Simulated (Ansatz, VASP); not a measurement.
# ZnSe (Stilleite): VASP beside Ansatz, part 2 of 2

Wanted: the spread between two codes on one cell, functional and k mesh. The cell is taken from a series of runs on this material, whose earlier steps may have relaxed, scaled, displaced or heated it; both programs get it as it stands.

VASP 6.6.1 and Ansatz 0.2.0.

So far: Set-up; Ansatz: zone-centre phonons, PBE.

## 3. VASP: zone-centre phonons, PBE

Level of this step: PBE; plane waves and PAW (Zn, Se) (VASP).

The same cell, functional and mesh now go to VASP, with its own data sets.

Lines of VASP's logs that name or quote its potential files are left out, and so is its time.

File INCAR:

```
SYSTEM = ZnSe
PREC = Accurate
ENCUT = 500
EDIFF = 1E-08
NELM = 120
ISMEAR = 0
SIGMA = 0.01
LREAL = .FALSE.
ALGO = Normal
GGA = PE
NBANDS = 15
LORBIT = 11
LWAVE = .FALSE.
LCHARG = .FALSE.
ISIF = 2
IBRION = 8
LEPSILON = .TRUE.
LASPH = .TRUE.
GGA_COMPAT = .FALSE.
EFERMI = MIDGAP
KPAR = 2
```

File POSCAR:

```
ZnSe
1.0
    0.0000000000      2.9225310182      2.9225310182
    2.9225310182      0.0000000000      2.9225310182
    2.9225310182      2.9225310182      0.0000000000
Zn Se
1 1
Direct
    0.0000000000      0.0000000000      0.0000000000
    0.7500000000      0.7500000000      0.7500000000
```

File KPOINTS:

```
Automatic mesh
0
Gamma
12 12 12
0 0 0
```

The projector-augmented-wave data sets are Zn and Se (PBE family, release 64).

Command:

```bash
> mpirun -np 2 vasp_std
```

Numbers of over 12 decimals in the logs are rounded to 6 here.

What it wrote:

```text
[banner, memory and clock lines left out]
running    2 mpi-ranks, on    1 nodes
 distrk:  each k-point on    1 cores,    2 groups
 distr:  one band on    1 cores,    1 groups

 POSCAR found type information on POSCAR ZnSe
 POSCAR found :  2 types and       2 ions
 LDA part: xc-table for (Slater+PW92), standard interpolation
 POSCAR, INCAR and KPOINTS ok, starting setup
 FFT: planning ... GRIDC
 FFT: planning ... GRID_SOFT
 FFT: planning ... GRID
 WAVECAR not read
 entering main loop
       N       E                     dE             d eps       ncg     rms          rms(c)
DAV:   1     0.858586667204E+02    0.85859E+02   -0.85892E+03  2160   0.129E+03
DAV:   2    -0.621550441150E+00   -0.86480E+02   -0.81580E+02  2356   0.252E+02
DAV:   3    -0.625662831136E+01   -0.56351E+01   -0.56113E+01  2685   0.638E+01
DAV:   4    -0.630467346640E+01   -0.48045E-01   -0.48039E-01  2538   0.635E+00
DAV:   5    -0.630491359621E+01   -0.24013E-03   -0.24013E-03  2818   0.413E-01    0.405E+00
DAV:   6    -0.602593716105E+01    0.27898E+00   -0.57855E-01  3214   0.234E+01    0.314E+00
DAV:   7    -0.600906259057E+01    0.16875E-01   -0.14898E-01  2384   0.353E+00    0.135E+00
DAV:   8    -0.600902431293E+01    0.38278E-04   -0.42865E-03  2595   0.586E-01    0.407E-01
DAV:   9    -0.600933167680E+01   -0.30736E-03   -0.99422E-04  2489   0.245E-01    0.694E-02
DAV:  10    -0.600942597161E+01   -0.94295E-04   -0.11906E-04  2615   0.916E-02    0.146E-02
DAV:  11    -0.600944041891E+01   -0.14447E-04   -0.25557E-05  2448   0.444E-02    0.531E-03
DAV:  12    -0.600944176702E+01   -0.13481E-05   -0.28155E-06  2699   0.175E-02    0.345E-03
DAV:  13    -0.600944188744E+01   -0.12042E-06   -0.73110E-07  2419   0.792E-03    0.808E-04
DAV:  14    -0.600944193048E+01   -0.43042E-07   -0.34064E-08  2755   0.258E-03    0.285E-04
DAV:  15    -0.600944194993E+01   -0.19445E-07   -0.44754E-09  1892   0.107E-03    0.114E-04
DAV:  16    -0.600944196123E+01   -0.11303E-07   -0.10184E-09  1283   0.295E-04    0.376E-05
DAV:  17    -0.600944196263E+01   -0.14022E-08   -0.89467E-11  1227   0.868E-05
   1 F= -.60094420E+01 E0= -.60094420E+01  d E =0.000000E+00
 Linear response reoptimize wavefunctions to high precision
DAV:   1    -0.600944196174E+01    0.88949E-09   -0.12316E-11  1346   0.407E-05
DAV:   2    -0.600944196175E+01   -0.45475E-11   -0.97539E-13  1185   0.136E-05
 Linear response G [H, r] |phi>, progress :
  Direction:   1
       N       E                     dE             d eps       ncg     rms
RMM:   1    -0.525892920991E+02   -0.52589E+02    0.15041E+02  3599   0.646E+01
RMM:   2    -0.544650466087E+02   -0.18758E+01   -0.86729E+00  3704   0.203E+01
RMM:   3    -0.545757569816E+02   -0.11071E+00   -0.23920E-01  3838   0.405E+00
RMM:   4    -0.545868144674E+02   -0.11057E-01   -0.11530E-02  4100   0.790E-01
RMM:   5    -0.545875019503E+02   -0.68748E-03    0.20779E-04  4073   0.200E-01
RMM:   6    -0.545875791276E+02   -0.77177E-04    0.96613E-04  4184   0.542E-02
RMM:   7    -0.545876648995E+02   -0.85772E-04    0.25179E-04  4147   0.167E-02
RMM:   8    -0.545876782555E+02   -0.13356E-04    0.13770E-04  3519   0.544E-03
RMM:   9    -0.545876859711E+02   -0.77156E-05    0.60960E-05  3181   0.188E-03
RMM:  10    -0.545876896920E+02   -0.37209E-05    0.23233E-05  2926   0.751E-04
RMM:  11    -0.545876911005E+02   -0.14085E-05    0.10700E-05  2638   0.347E-04
RMM:  12    -0.545876917121E+02   -0.61159E-06    0.37322E-06  2390   0.228E-04
RMM:  13    -0.545876919851E+02   -0.27299E-06    0.15849E-06  2100   0.179E-04
RMM:  14    -0.545876920358E+02   -0.50689E-07    0.10721E-06  1904   0.169E-04
RMM:  15    -0.545876922796E+02   -0.24385E-06   -0.77526E-07  1731   0.160E-04
RMM:  16    -0.545876923465E+02   -0.66905E-07   -0.13564E-06  1613   0.166E-04
 Linear response G [H, r] |phi>, progress :
  Direction:   2
       N       E                     dE             d eps       ncg     rms
RMM:   1    -0.538753826549E+02   -0.53875E+02    0.12232E+02  3588   0.629E+01
RMM:   2    -0.567780468918E+02   -0.29027E+01   -0.75385E+00  3676   0.187E+01
RMM:   3    -0.568563960291E+02   -0.78349E-01   -0.17796E-01  3847   0.354E+00
RMM:   4    -0.568651504306E+02   -0.87544E-02   -0.75730E-03  4110   0.685E-01
RMM:   5    -0.568658481986E+02   -0.69777E-03    0.35315E-04  4056   0.172E-01
RMM:   6    -0.568659092633E+02   -0.61065E-04    0.99170E-04  4166   0.464E-02
RMM:   7    -0.568659950025E+02   -0.85739E-04    0.24492E-04  4129   0.143E-02
RMM:   8    -0.568660081041E+02   -0.13102E-04    0.12978E-04  3481   0.468E-03
RMM:   9    -0.568660157966E+02   -0.76925E-05    0.54475E-05  3130   0.165E-03
RMM:  10    -0.568660192753E+02   -0.34786E-05    0.19734E-05  2889   0.650E-04
RMM:  11    -0.568660204047E+02   -0.11294E-05    0.87122E-06  2572   0.311E-04
RMM:  12    -0.568660209674E+02   -0.56272E-06    0.20480E-06  2308   0.193E-04
RMM:  13    -0.568660212644E+02   -0.29693E-06   -0.14889E-07  2081   0.159E-04
[...]
RMM:   1    -0.100089514947E+01   -0.10009E+01   -0.44133E+00  3344   0.368E+00
RMM:   2    -0.112335925183E+01   -0.12246E+00   -0.18142E-02  3766   0.738E-01
RMM:   3    -0.112380678675E+01   -0.44753E-03   -0.49242E-04  3781   0.111E-01
RMM:   4    -0.112381217373E+01   -0.53870E-05   -0.51800E-05  3892   0.236E-02
RMM:   5    -0.112381193135E+01    0.24238E-06   -0.64262E-06  3900   0.691E-03
[...]
RMM:   5    -0.102236129469E+01   -0.20339E-01   -0.13916E-03 14315   0.237E-01    0.344E-02
RMM:   6    -0.102391963775E+01   -0.15583E-02   -0.21052E-05 14235   0.495E-02    0.204E-02
RMM:   7    -0.102519936260E+01   -0.12797E-02    0.39943E-06 14239   0.270E-02    0.198E-03
RMM:   8    -0.102527554775E+01   -0.76185E-04    0.60168E-06 14788   0.379E-03    0.124E-03
RMM:   9    -0.102526827540E+01    0.72724E-05    0.15210E-06 14987   0.193E-03    0.171E-04
RMM:  10    -0.102527765063E+01   -0.93752E-05    0.46866E-07 14260   0.356E-04    0.768E-05
RMM:  11    -0.102527265843E+01    0.49922E-05    0.10695E-07 13050   0.184E-04    0.190E-05
RMM:  12    -0.102527135500E+01    0.13034E-05   -0.29351E-09  9330   0.516E-05    0.444E-06
 change of polarisation eV/A/(eV/A) component  1 :     1.883     0.397     0.219
 dielectric tensor                  component  1 :     7.825     1.439     0.795
 Linear response to external field, progress :
  Direction:   2
       N       E                     dE             d eps       ncg     rms          rms(c)
RMM:   1    -0.878605611177E+00   -0.87861E+00   -0.38355E+00 12749   0.351E+00
RMM:   2    -0.994000409640E+00   -0.11539E+00   -0.17583E-02 14659   0.707E-01    0.148E+00
RMM:   3    -0.963214148597E+00    0.30786E-01   -0.27152E-02 14223   0.866E-01    0.822E-01
RMM:   4    -0.100202277665E+01   -0.38809E-01   -0.34946E-02 14640   0.975E-01    0.172E-01
RMM:   5    -0.102235809761E+01   -0.20335E-01   -0.14174E-03 14316   0.237E-01    0.344E-02
RMM:   6    -0.102392452974E+01   -0.15664E-02   -0.27102E-05 14233   0.496E-02    0.204E-02
RMM:   7    -0.102520016842E+01   -0.12756E-02    0.14271E-08 14233   0.270E-02    0.198E-03
RMM:   8    -0.102527625938E+01   -0.76091E-04    0.54144E-06 14786   0.380E-03    0.124E-03
RMM:   9    -0.102526898217E+01    0.72772E-05    0.14267E-06 15012   0.193E-03    0.171E-04
RMM:  10    -0.102527842436E+01   -0.94422E-05    0.44303E-07 14268   0.358E-04    0.770E-05
RMM:  11    -0.102527336117E+01    0.50632E-05    0.11582E-07 13024   0.184E-04    0.190E-05
RMM:  12    -0.102527209541E+01    0.12658E-05   -0.18200E-09  9331   0.515E-05    0.441E-06
 change of polarisation eV/A/(eV/A) component  2 :     0.353     1.883     0.177
 dielectric tensor                  component  2 :     1.278     7.825     0.640
 Linear response to external field, progress :
  Direction:   3
       N       E                     dE             d eps       ncg     rms          rms(c)
RMM:   1    -0.878917735730E+00   -0.87892E+00   -0.38386E+00 12745   0.351E+00
RMM:   2    -0.993978481034E+00   -0.11506E+00   -0.17502E-02 14661   0.707E-01    0.148E+00
RMM:   3    -0.963209117059E+00    0.30769E-01   -0.27202E-02 14223   0.867E-01    0.822E-01
RMM:   4    -0.100202568107E+01   -0.38817E-01   -0.35035E-02 14643   0.975E-01    0.172E-01
RMM:   5    -0.102235887524E+01   -0.20333E-01   -0.14219E-03 14314   0.237E-01    0.344E-02
RMM:   6    -0.102392419048E+01   -0.15653E-02   -0.30123E-05 14229   0.495E-02    0.204E-02
RMM:   7    -0.102520043535E+01   -0.12762E-02    0.19433E-07 14238   0.270E-02    0.199E-03
RMM:   8    -0.102527622405E+01   -0.75789E-04    0.53311E-06 14794   0.380E-03    0.124E-03
RMM:   9    -0.102526903721E+01    0.71868E-05    0.14335E-06 14996   0.193E-03    0.171E-04
RMM:  10    -0.102527838651E+01   -0.93493E-05    0.43170E-07 14275   0.357E-04    0.766E-05
RMM:  11    -0.102527340073E+01    0.49858E-05    0.10660E-07 13004   0.185E-04    0.189E-05
RMM:  12    -0.102527213899E+01    0.12617E-05   -0.19927E-09  9331   0.513E-05    0.452E-06
 change of polarisation eV/A/(eV/A) component  3 :     0.288     0.328     1.883
 dielectric tensor                  component  3 :     1.043     1.189     7.825
 Linear response DOF=           2
 Linear response progress:
  Degree of freedom:   1/  2
       N       E                     dE             d eps       ncg     rms          rms(c)
RMM:   1    -0.211794360161E+00   -0.21179E+00   -0.22440E-02 11768   0.189E+00
RMM:   2    -0.210511362253E+00    0.12830E-02   -0.19773E-03 13338   0.306E-01    0.751E-02
RMM:   3    -0.210158492949E+00    0.35287E-03   -0.28566E-05 14978   0.400E-02    0.456E-02
RMM:   4    -0.209667272814E+00    0.49122E-03   -0.23012E-05 15152   0.316E-02    0.277E-03
RMM:   5    -0.209672437208E+00   -0.51644E-05   -0.11481E-06 16204   0.518E-03    0.705E-04
RMM:   6    -0.209667046231E+00    0.53910E-05   -0.34758E-08 16258   0.132E-03    0.413E-04
RMM:   7    -0.209666834492E+00    0.21174E-06   -0.50494E-08 15361   0.686E-04    0.498E-05
RMM:   8    -0.209666966635E+00   -0.13214E-06    0.13928E-09 16701   0.113E-04    0.277E-05
RMM:   9    -0.209667122521E+00   -0.15589E-06    0.13249E-09 15996   0.650E-05    0.536E-06
RMM:  10    -0.209667129108E+00   -0.65874E-08    0.18434E-09 15925   0.102E-05    0.295E-06
 first order change of Fermi-energy   0.39982E+00
 force on displaced ion       1 direction 1 :  -4.016  -0.000  -0.000
 Born effective charge ion    1 direction 1 :   2.198   0.000   0.000
 Linear response progress:
  Degree of freedom:   2/  2
       N       E                     dE             d eps       ncg     rms          rms(c)
RMM:   1    -0.827582644440E-01   -0.82758E-01    0.10492E-01 20256   0.159E+00
RMM:   2    -0.823631150818E-01    0.39515E-03   -0.27179E-03 13116   0.416E-01    0.102E-01
RMM:   3    -0.825702062838E-01   -0.20709E-03   -0.11829E-04 14672   0.843E-02    0.569E-02
RMM:   4    -0.829562414274E-01   -0.38604E-03   -0.45011E-05 14693   0.445E-02    0.725E-03
RMM:   5    -0.829748368698E-01   -0.18595E-04   -0.28351E-06 14862   0.808E-03    0.394E-03
RMM:   6    -0.829666476466E-01    0.81892E-05   -0.27254E-07 14670   0.243E-03    0.119E-03
RMM:   7    -0.829661078371E-01    0.53981E-06   -0.64638E-08 14434   0.921E-04    0.191E-04
RMM:   8    -0.829681597962E-01   -0.20520E-05   -0.79681E-09 14879   0.231E-04    0.561E-05
RMM:   9    -0.829679628031E-01    0.19699E-06   -0.97526E-09 14275   0.132E-04    0.863E-06
RMM:  10    -0.829679147375E-01    0.48066E-07    0.11684E-09 15163   0.189E-05    0.751E-06
RMM:  11    -0.829679510836E-01   -0.36346E-07   -0.62992E-10 13943   0.103E-05    0.175E-06
RMM:  12    -0.829679561030E-01   -0.50195E-08    0.29211E-10 10381   0.214E-06    0.217E-07
 first order change of Fermi-energy  -0.39960E+00
 force on displaced ion       2 direction 1 :  -4.102  -0.000  -0.000
 Born effective charge ion    2 direction 1 :  -2.205   0.000   0.000
 Born effective charges drift removed
 Linear response finished
```

Parts of OUTCAR (step 3):

```text
ion  position               nearest neighbor table
   1  0.000  0.000  0.000-   2 2.53   2 2.53   2 2.53   2 2.53
   2  0.750  0.750  0.750-   1 2.53   1 2.53   1 2.53   1 2.53

  LATTYP: Found a face centered cubic cell.
 ALAT       =     5.8450620364

 Subroutine GETGRP returns: Found 24 space group operations
 (whereof 24 operations were pure point group operations)

The static configuration has the point symmetry T_d .

 Found     72 irreducible k-points:

   k-points           NKPTS =     72   k-points in BZ     NKDIM =     72   number of bands    NBANDS=     15

   dimension x,y,z NGX =    30 NGY =   30 NGZ =   30
   dimension x,y,z NGXF=    60 NGYF=   60 NGZF=   60

   ENCUT  =  500.0 eV  36.75 Ry    6.06 a.u.   7.54  7.54  7.54*2*pi/ulx,y,z

   NELECT =      18.0000    total number of electrons

 k-points in reciprocal lattice and weights: Automatic mesh
   0.00000000  0.00000000  0.00000000       0.001
   0.08333333  0.00000000  0.00000000       0.005
   0.16666667  0.00000000  0.00000000       0.005
   0.25000000  0.00000000  0.00000000       0.005
   0.33333333  0.00000000  0.00000000       0.005
   0.41666667  0.00000000  0.00000000       0.005
   0.50000000  0.00000000  0.00000000       0.002
   0.08333333  0.08333333  0.00000000       0.003
   0.16666667  0.08333333  0.00000000       0.014
[...]
-0.33333333  0.50000000  0.16666667       0.007
  -0.25000000  0.50000000  0.25000000       0.003

 average (electrostatic) potential at core
       1 -37.6567       2 -56.5479

  Total       -0.8514203     -0.8514203     -0.8514203      0.0000000     -0.0000000      0.0000000
  in kB      -27.3241835    -27.3241835    -27.3241835      0.0000000     -0.0000000      0.0000000
  external PRESSURE =     -27.3241835 kB  Pullay stress =       0.0000000 kB

  energy-cutoff  :      500.00
  volume of cell :       49.92
      direct lattice vectors                 reciprocal lattice vectors
     0.000000000  2.922531018  2.922531018    -0.171084583  0.171084583  0.171084583
     2.922531018  0.000000000  2.922531018     0.171084583 -0.171084583  0.171084583
     2.922531018  2.922531018  0.000000000     0.171084583  0.171084583 -0.171084583

 POSITION                                       TOTAL-FORCE (eV/Angst)
 -----------------------------------------------------------------------------------
      0.00000      0.00000      0.00000         0.000000     -0.000000     -0.000000
      4.38380      4.38380      4.38380        -0.000000      0.000000      0.000000
 -----------------------------------------------------------------------------------
    total drift:                               -0.000000     -0.000000     -0.000001

 MACROSCOPIC STATIC DIELECTRIC TENSOR (including local field effects in DFT)
 ------------------------------------------------------
           7.824730    -0.000000    -0.000000
          -0.000000     7.824730     0.000000
           0.000000    -0.000000     7.824730
 ------------------------------------------------------

 PIEZOELECTRIC TENSOR (including local field effects)  for field in x, y, z        (C/m^2)
          XX          YY          ZZ          XY          YZ          ZX
  --------------------------------------------------------------------------------
  x     0.00000     0.00000     0.00000     0.00000     0.74110     0.00000
  y     0.00000     0.00000     0.00000     0.00000    -0.00000     0.74110
  z     0.00000     0.00000    -0.00000     0.74110     0.00000     0.00000

 BORN EFFECTIVE CHARGES (including local field effects) (in |e|, cummulative output)
 ---------------------------------------------------------------------------------
 ion    1
    1     2.20206     0.00000    -0.00000
    2     0.00000     2.20206     0.00000
    3     0.00000    -0.00000     2.20206
 ion    2
    1    -2.20206    -0.00000     0.00000
    2     0.00000    -2.20206     0.00000
    3     0.00000     0.00000    -2.20206

 Eigenvectors and eigenvalues of the dynamical matrix
 ----------------------------------------------------

   1 f  =    5.263866 THz    33.073846 2PiTHz  175.583671 cm-1    21.769591 meV
             X         Y         Z           dx          dy          dz
      0.000000  0.000000  0.000000     0.736026    0.000000    0.000000
      4.383797  4.383797  4.383797    -0.676953    0.000000    0.000000

   2 f  =    5.263866 THz    33.073846 2PiTHz  175.583671 cm-1    21.769591 meV
             X         Y         Z           dx          dy          dz
      0.000000  0.000000  0.000000     0.000000    0.736026    0.000000
      4.383797  4.383797  4.383797     0.000000   -0.676953    0.000000

   3 f  =    5.263866 THz    33.073846 2PiTHz  175.583671 cm-1    21.769591 meV
             X         Y         Z           dx          dy          dz
      0.000000  0.000000  0.000000    -0.000000    0.000000   -0.736026
      4.383797  4.383797  4.383797    -0.000000    0.000000    0.676953

   4 f/i=    0.027849 THz     0.174981 2PiTHz    0.928947 cm-1     0.115175 meV
             X         Y         Z           dx          dy          dz
      0.000000  0.000000  0.000000     0.591682   -0.312374    0.102960
      4.383797  4.383797  4.383797     0.643313   -0.339633    0.111945

   5 f/i=    0.027849 THz     0.174981 2PiTHz    0.928947 cm-1     0.115175 meV
             X         Y         Z           dx          dy          dz
      0.000000  0.000000  0.000000    -0.281174   -0.370447    0.491911
      4.383797  4.383797  4.383797    -0.305710   -0.402773    0.534836

   6 f/i=    0.027849 THz     0.174981 2PiTHz    0.928947 cm-1     0.115175 meV
             X         Y         Z           dx          dy          dz
      0.000000  0.000000  0.000000     0.170645    0.472712    0.453530
      4.383797  4.383797  4.383797     0.185536    0.513962    0.493106

 MACROSCOPIC STATIC DIELECTRIC TENSOR IONIC CONTRIBUTION
 ------------------------------------------------------
           4.329713     0.000000     0.000000
           0.000000     4.329713     0.000000
           0.000000     0.000000     4.329713
 ------------------------------------------------------

 ELASTIC MODULI CONTR FROM IONIC RELAXATION (kBar)
 Direction    XX          YY          ZZ          XY          YZ          ZX
 --------------------------------------------------------------------------------
 XX          -0.0000     -0.0000     -0.0000     -0.0000     -0.0000     -0.0000
 YY          -0.0000     -0.0000     -0.0000     -0.0000     -0.0000     -0.0000
 ZZ          -0.0000     -0.0000     -0.0000      0.0000     -0.0000     -0.0000
 XY          -0.0000     -0.0000      0.0000    -60.9399     -0.0000     -0.0000
 YZ          -0.0000     -0.0000     -0.0000     -0.0000    -60.9399     -0.0000
 ZX          -0.0000     -0.0000     -0.0000     -0.0000     -0.0000    -60.9399
 --------------------------------------------------------------------------------

 PIEZOELECTRIC TENSOR IONIC CONTR  for field in x, y, z        (C/m^2)
          XX          YY          ZZ          XY          YZ          ZX
  --------------------------------------------------------------------------------
  x    -0.00000    -0.00000    -0.00000    -0.00000    -0.48334    -0.00000
  y    -0.00000    -0.00000    -0.00000    -0.00000    -0.00000    -0.48334
  z    -0.00000    -0.00000     0.00000    -0.48334    -0.00000    -0.00000
```

With a direct gap this small, the dielectric response converges slowly with the mesh, so tensor and charges are uncertain; a mesh that holds the point of the least gap tends to give too large a tensor.

## 4. Comparison

Known differences besides the potentials themselves: fixed occupations in Ansatz, narrow Gaussian smearing in VASP; VASP's response is taken on the typed mesh, Ansatz refines its own for the field response alone; the data sets hold 28 valence electrons in Ansatz (on its PAW soft_1 files) and 18 in VASP; the cutoff is 420 eV in Ansatz and 500 eV in VASP. Total energies have different zeros and are not compared.

The two programs side by side:

```
                                     quantity  Ansatz   VASP  difference
                                        ε∞ xx    7.61   7.82     -2.69 %
                                        ε∞ yy    7.61   7.82     -2.69 %
                                        ε∞ zz    7.61   7.82     -2.69 %
Born charge of Zn1 (mean of the diagonal) (e)    2.19   2.20       -0.01
Born charge of Se2 (mean of the diagonal) (e)   -2.19  -2.20       +0.01
                   optical mode 1 to 3 (cm⁻¹)   175.2  175.6     -0.24 %
```

Modes are paired by rising frequency, not by their patterns, so a pair may set unlike modes beside each other; they are those without the splitting of longitudinal modes.

## 5. Outcome

| Item | Value |
| --- | --- |
| r.m.s. difference of the optical zone-centre modes, each program's sorted by frequency (zone-centre phonons, PBE) | 0.42 cm⁻¹ |
| difference in ε∞ xx (zone-centre phonons, PBE) | -2.7 % |

The r.m.s. difference of the optical zone-centre modes, each program's sorted by frequency is 0.42 cm⁻¹ (zone-centre phonons, PBE). The data sets hold unlike numbers of valence electrons (28 in Ansatz and 18 in VASP), so part of the differences comes from the potentials. Among the rows given in per cent, the largest difference of the zone-centre phonons, PBE pair is in ε∞ xx, -2.7 %. Such differences can come from data sets, numerical settings and the points named under the comparisons, not from the functional's error against experiment.

[Lines on the potential files, build, host, timing and source positions are cut from VASP's logs without a mark.]

[Logs are printed without paths, hosts, clocks, repeated set-up lines and the standing remarks that a program may print on its own settings, such as how far it seeks lower states.]

[Hosts, paths, dates, database ids (printed as entryN), source tags and the programs' standing remarks are cut or masked in the printed files.]
